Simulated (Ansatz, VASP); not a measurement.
This is a calculation of Mo3Ru3C2 for Ansatz 0.2.0.

File input.yaml:

```yaml
crystal:
  lattice:
    - [2.8699499598, 0.0, 0.0]
    - [-1.4349749799, 2.4854495728, 0.0]
    - [0.0, 0.0, 13.6956836449]
  atoms:
    - { symbol: Ru, position: [0.3333333333, 0.6666666667, 0.3459835] }
    - { symbol: Ru, position: [0.0, 0.0, 0.5] }
    - { symbol: Ru, position: [0.6666666667, 0.3333333333, 0.6540165] }
    - { symbol: Mo, position: [0.3333333333, 0.6666666667, 0.8121105] }
    - { symbol: Mo, position: [0.0, 0.0, 0.0] }
    - { symbol: Mo, position: [0.6666666667, 0.3333333333, 0.1878895] }
    - { symbol: C, position: [0.6666666667, 0.3333333333, 0.9011725] }
    - { symbol: C, position: [0.3333333333, 0.6666666667, 0.0988275] }
hamiltonian:
  xc: pbe
  pseudopotentials: { kind: paw }
kpoints:
  mp_grid: { grid: [10, 10, 2] }
scf:
  occupations: { method: fermi_dirac, width: 0.05 }
output:
  forces: true
  stress: true
  eigenvalues: true
```

Potentials or basis: Ansatz PAW.

Launch:

```sh
$ ansatz run input.yaml --threads 4 --pin off --max-ram 10240MiB --backend cpu --events-out ev --progress --plain --runs-dir out
```

Q: Set up the same calculation for VASP 6.6.1. Potentials there: VASP PAW PBE potentials, release 64 (Ru_pv, Mo_sv, C).

A: As run (the cutoff follows the program's own potentials):

The input INCAR:

```
SYSTEM = Mo3Ru3C2
  ALGO = Normal
  EDIFF = 1E-7
  ENCUT = 520
  GGA = PE
  ISIF = 2
  ISMEAR = -1
  LASPH = .TRUE.
  LCHARG = .FALSE.
  LREAL = .FALSE.
  LWAVE = .FALSE.
  NBANDS = 56
  NELM = 60
  PREC = Accurate
  SIGMA = 0.05
```

Contents of KPOINTS:

```
k-points
0
G
  10 10 2
  0 0 0
```

Contents of POSCAR:

```
Mo3Ru3C2
1.0
    2.8699499598      0.0000000000      0.0000000000
   -1.4349749799      2.4854495728      0.0000000000
    0.0000000000      0.0000000000     13.6956836449
Ru Mo C
3 3 2
Direct
    0.3333333333      0.6666666667      0.3459835000
    0.0000000000      0.0000000000      0.5000000000
    0.6666666667      0.3333333333      0.6540165000
    0.3333333333      0.6666666667      0.8121105000
    0.0000000000      0.0000000000      0.0000000000
    0.6666666667      0.3333333333      0.1878895000
    0.6666666667      0.3333333333      0.9011725000
    0.3333333333      0.6666666667      0.0988275000
```

Potentials or basis: VASP PAW PBE potentials, release 64 (Ru_pv, Mo_sv, C).

Command:

```sh
$ cat potpaw_PBE.64/Ru_pv/POTCAR potpaw_PBE.64/Mo_sv/POTCAR potpaw_PBE.64/C/POTCAR > POTCAR
$ mpirun -np 1 vasp_std > vasp.out
```

Both were run:

|  | VASP | Ansatz | Ansatz less VASP |
| --- | --- | --- | --- |
| gap on the k mesh at the Fermi level (eV) | none | none | - |
| pressure (GPa) | 10.4 | 10.1 | -0.33 |
| largest component of the traceless stress (GPa) | 1.65 | 1.69 | +0.038 |
| rms of the force components (eV/Å) | 0.136 | 0.130 | -0.0066 |

Atom by atom the forces differ by 0.008 eV/Å (rms over components). A gap of «none» marks a metal or a gap that the smearing closes. The two sets of potentials don't hold the same shells in valence.
